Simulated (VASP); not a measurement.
GaN (wurtzite): the bulk modulus from VASP (plane waves, PAW) at several levels of theory. Static lattice, third-order Birch-Murnaghan fit over five volumes.

```
level         bulk modulus (GPa)
------------  ------------------
LDA                          202
PBE                          170
PBEsol                       188
RPBE                         159
AM05                         186
PBE-D3(BJ)                   179
PBE-D4                       183
optB88-vdW                   175
rev-vdW-DF2                  178
revTPSS                      190
SCAN                         196
r2SCAN                       195
r2SCAN+rVV10                 199
```

The cell of the LDA run:

```
CELL_PARAMETERS angstrom
      1.57943    -2.73566     0.00000
      1.57943     2.73566     0.00000
      0.00000     0.00000     5.14582
ATOMIC_POSITIONS crystal
  Ga 0.66667 0.33333 0.50020
  Ga 0.33333 0.66667 0.00020
  N  0.66667 0.33333 0.87680
  N  0.33333 0.66667 0.37680
```

Only levels that ran to the end are used. Left out are those held back, those with too coarse a band path, GW runs whose mesh misses a band edge, hybrids' fits of cells that aren't cubic and levels without matching references; a question may draw on a part of the rest.

The compound is GaN in the wurtzite structure.
